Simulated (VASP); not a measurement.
VASP runs on BP (zinc blende) share one base input (PBE GGA, plane waves, VASP's PBE PAW potentials (set 64)) and change the settings named in each case.

**INCAR**
```
ALGO  =  Normal
EDIFF  =  1E-6
ENCUT  =  520
GGA  =  PE
ISIF  =  2
ISMEAR  =  0
LASPH  =  .True.
LCHARG  =  .False.
LREAL  =  .False.
LWAVE  =  .False.
NELM  =  100
PREC  =  Accurate
SIGMA  =  0.05
SYSTEM  =  BP
```

**POSCAR**
```
BP
3.2102650
  0.0000000000   0.7071067342   0.7071067342
  0.7071067342   0.0000000000   0.7071067342
  0.7071067342   0.7071067342   0.0000000000
B P
1 1
Cart
  0.0000000000   0.0000000000   0.0000000000
  0.3535533671   0.3535533671   0.3535533671
```

File KPOINTS:
```
Automatic mesh
0
gamma
  9 9 9
```

POTCAR, in this order: B P (PBE.64 set). Program: vasp_std.

```
change       E(σ→0) (eV/atom)  pressure (GPa)  plane waves
-----------  ----------------  --------------  -----------
base run              -6.4651            0.68          638
ENCUT = 250           -6.4240           -2.78          220
ENCUT = 400           -6.4648            0.71          440
ENCUT = 450           -6.4648            0.72          531
ENCUT = 475           -6.4648            0.70          560
ENCUT = 575           -6.4657            0.68          751
ENCUT = 675           -6.4662            0.70          944
ENCUT = 700           -6.4663            0.71         1002
```

Left out are runs that ran out of time, are held back, or changed the cell or the kind of run, fixed moments of cells without a moment, rows past the twelfth, gaps on odd meshes, pressures of charged cells and columns that move by less than the noise.

The compound is BP in the zinc blende structure. The cell was not relaxed at this level.
